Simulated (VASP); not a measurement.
MgB2, 3 atoms in the cell. It takes space group P6/mmm (No. 191, hexagonal). The conventional cell has a = 3.085 Å, b = 3.085 Å, c = 3.523 Å, α = 90.00°, β = 90.00°, γ = 120.00°. Mg (site symmetry 6/mmm) has 12 B at 2.51 Å as nearest neighbours. B (site symmetry -6m2) has 3 B at 1.78 Å as nearest neighbours. 

| Item | Value |
| --- | --- |
| Program | VASP 6.6.1 |
| Task | optical spectrum |
| Functional | PBE |
| Potentials or basis | VASP PAW PBE potentials, release 64 (Mg, B) |
| Cutoff | 520 eV |
| k mesh | 12 × 12 × 8 |
| Occupations | fermi-dirac, width 0.05 eV |
| Spin | no spin polarisation |
| Further INCAR settings | ALGO = Normal; EDIFF = 1e-06; NBANDS = 36 |

Potentials or basis: VASP PAW PBE potentials, release 64 (Mg, B).

Launch:

```console
$ cat potpaw_PBE.64/Mg/POTCAR potpaw_PBE.64/B/POTCAR > POTCAR
$ mpirun -np 1 vasp_std > vasp.out
```

Hardware: 1 thread of Intel(R) Xeon(R) Platinum 8488C (Sapphire Rapids) (shared host).

Question: How long does it take, and how much memory?

Answer: Wall time 38 s on 1 thread of Intel(R) Xeon(R) Platinum 8488C (Sapphire Rapids) (shared host), peak memory 0.23 GiB. Counts: scf iterations 11, k points 95.
